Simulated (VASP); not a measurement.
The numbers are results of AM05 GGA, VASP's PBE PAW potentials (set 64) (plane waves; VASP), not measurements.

A VASP calculation is set up with these files.

File POSCAR:
```
AlN
1.0
  1.5873058151  -2.7492943131   0.0000000000
  1.5873058151   2.7492943131   0.0000000000
  0.0000000000   0.0000000000   5.0805270977
Al N
2 2
direct
  0.6666670000   0.3333330000   0.5000110523
  0.3333330000   0.6666670000   0.0000110523
  0.6666670000   0.3333330000   0.8819889477
  0.3333330000   0.6666670000   0.3819889477
```

**INCAR**
```
LWAVE=F
ALGO=Normal
EDIFFG=-0.01
ISMEAR=0   ! Gaussian
LASPH=T   ! aspherical one-centre terms
GGA=AM   ! AM05
NSW=30
LCHARG=F
ISIF=4
PREC=Accurate
SYSTEM=AlN
IBRION=2   ! conjugate gradients
SIGMA=0.05
LREAL=F
ENCUT=520   ! plane-wave cut-off (eV)
NELM=100
EDIFF=1E-7   ! SCF stop (eV)
```

KPOINTS:
```
K-points
0
Gamma
  8 8 5
```

POTCAR, in this order: Al N (PBE.64 set). Program: vasp_std.

Estimate the energy per atom (σ→0).

The energy per atom (σ→0) is -7.620 eV/atom.

File OSZICAR:
```
...
   3 F= -.30479617E+02 E0= -.30479617E+02  d E =-.222315E-03
       N       E                     dE             d eps       ncg     rms          rms(c)
DAV:   1    -0.304796366656E+02   -0.19878E-04   -0.12334E-02   720   0.102E+00    0.161E-02
DAV:   2    -0.304796498244E+02   -0.13159E-04   -0.18604E-04   844   0.115E-01    0.104E-02
DAV:   3    -0.304796464267E+02    0.33977E-05   -0.36453E-06   856   0.222E-02    0.498E-03
DAV:   4    -0.304796457875E+02    0.63924E-06   -0.44387E-06   856   0.194E-02    0.169E-03
DAV:   5    -0.304796458156E+02   -0.28117E-07   -0.63575E-07   668   0.771E-03
   4 F= -.30479646E+02 E0= -.30479646E+02  d E =-.290325E-04
```

The compound is AlN in the wurtzite structure. This cell is one point of a volume scan, at 1.06 of the reference volume. Symmetry was kept, so distortions that lower it aren't found.
